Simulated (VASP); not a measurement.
Energy against volume of NaCl (rock salt). Method: LDA (Ceperley-Alder, Perdew-Zunger), VASP's LDA PAW potentials (set 64) (plane waves; VASP). Settings: 520 eV cut-off, 8×8×8 Γ-centred mesh, Gaussian smearing of 0.050 eV, potentials Na_pv Cl.

```tsv
V (Å³/atom)	E (eV/atom)
19.179	-3.68603
19.791	-3.69252
20.403	-3.69460
21.015	-3.69297
```

### Question
Fit these four points and predict the energy of the run at 21.627 Å³/atom.

### Answer
A cubic in V^(−2/3), the third-order Birch-Murnaghan form, passes through the four points with V0 = 20.42 Å³/atom and B0 = 32 GPa, and gives -3.6882 eV/atom there. The run gave -3.6882 eV/atom, -0.0 meV/atom from the fit; all five points give B0 = 32 GPa.

The compound is NaCl in the rock salt structure. It was relaxed first, which changed the volume by -9 %.
